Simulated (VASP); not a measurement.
Input of a VASP 6.6.1 run:

The input INCAR:

```
SYSTEM = Cs4Sb2F9
PREC = Accurate
ENCUT = 520
EDIFF = 1E-6
ISMEAR = -1
SIGMA = 0.05
LREAL = Auto
LASPH = .TRUE.
NELM = 100
ALGO = Fast
ISIF = 2
LWAVE = .FALSE.
LCHARG = .FALSE.
GGA = PS
NBANDS = 68
```

File KPOINTS:

```
Automatic mesh
0
G
  2 2 2
  0 0 0
```

The input POSCAR:

```
Cs4Sb2F9
1.0
    3.3509760000     -7.1709780000      0.0000000000
    3.3509760000      7.1709780000      0.0000000000
    0.0000000000      0.0000000000      7.2316820000
Cs Sb F
4 2 9
Direct
    0.2557967238      0.8346020137      0.2451158665
    0.8323684542      0.1641471878      0.8113050325
    0.6266190945      0.4265069201      0.3713797150
    0.4815960561      0.6260812295      0.8174861671
    1.0056954991      0.1819584859      0.2450743824
    0.1595498019      0.8686580993      0.7314480919
    0.1182024603      0.4558690938      0.0656831979
    0.8977911405      0.6293758699      0.9117242711
    1.0749854773      0.5481535724      0.7158777170
    0.6528656816      0.9299269137      0.0933945934
    0.2508339342      0.4609586898      0.3904900686
   -0.1755851494     -0.0730886698      0.4500474440
    0.1402652762      0.1451739511      0.8641004956
    0.8494951380      0.2722377541      0.3756249238
    0.4740849112      0.9635857854      0.5960024238
```

Potentials or basis: VASP PAW PBE potentials, release 64 (Cs_sv, Sb, F).

Command:

```bash
$ cat potpaw_PBE.64/Cs_sv/POTCAR potpaw_PBE.64/Sb/POTCAR potpaw_PBE.64/F/POTCAR > POTCAR
$ mpirun -np 1 vasp_std > vasp.out
```

(1) Predict the pressure.

(2) Estimate the largest force.

(3) Predict the band gap on the k mesh.

Results:

(1) 0.7 GPa.

(2) 2.974 eV/Å.

(3) none (metal or under the smearing width).

Caveat: the k mesh is coarse (spacing up to 0.52 Å⁻¹), so the values aren't converged; the PAW data sets were made with another functional, which shifts forces and pressure a little; an odd number of electrons without spin polarisation forces a metal; a magnetic or distorted state may lie lower.
